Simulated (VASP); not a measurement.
Consider the following.

```
Mg3ZnO4
1.0
    2.99087     0.00000     0.00000
    0.00000     2.99087     0.00000
    0.00000     0.00000     8.44931
Mg Zn O
3 1 4
Direct
  0.50000   0.50000   0.75060
  0.50000   0.50000   0.24940
  0.00000   0.00000   0.50000
  0.00000   0.00000   0.00000
  0.00000   0.00000   0.25265
  0.00000   0.00000   0.74735
  0.50000   0.50000   0.00000
  0.50000   0.50000   0.50000
```

Method: PBEsol GGA, VASP's PBE PAW potentials (set 64) (plane waves; VASP). Settings: 520 eV cut-off, Gaussian smearing of 0.050 eV, potentials Mg Zn O.

Task: Give the energies of bands 10 to 23 at the high-symmetry points, in eV from the valence-band maximum.

Result: 
| band | Γ | X | M | Z | R | A |
|---|---|---|---|---|---|---|
| 10 | -4.56 | -4.44 | -4.31 | -4.56 | -5.08 | -4.32 |
| 11 | -3.62 | -4.40 | -4.16 | -3.73 | -4.65 | -4.32 |
| 12 | -2.83 | -4.34 | -4.16 | -2.47 | -4.09 | -4.31 |
| 13 | -2.52 | -3.82 | -4.06 | -2.47 | -3.81 | -4.06 |
| 14 | -2.52 | -3.17 | -3.41 | -2.10 | -2.30 | -3.13 |
| 15 | -1.83 | -2.34 | -3.41 | -2.00 | -2.02 | -3.13 |
| 16 | -1.83 | -1.60 | -2.80 | -2.00 | -1.95 | -2.72 |
| 17 | -1.54 | -1.56 | -2.50 | -1.89 | -1.60 | -2.70 |
| 18 | -1.54 | -1.47 | -2.34 | -1.36 | -1.46 | -2.50 |
| 19 | -1.01 | -1.45 | -2.34 | -1.36 | -1.45 | -2.50 |
| 20 | -0.95 | -0.54 | -2.28 | -1.01 | -0.90 | -2.37 |
| 21 | -0.95 | 0.00 | -2.27 | -1.01 | 0.00 | -2.13 |
| 22 | 2.54 | 6.09 | 5.29 | 3.35 | 6.40 | 5.49 |
| 23 | 5.96 | 6.50 | 8.72 | 4.84 | 7.07 | 8.91 |

The gap is indirect, 2.54 eV, from the valence maximum at X to the conduction minimum at Γ.

The structure comes from a computed database's Mg3ZnO4 entry (P4/mmm); how it stands against other phases isn't given here. It was relaxed first.
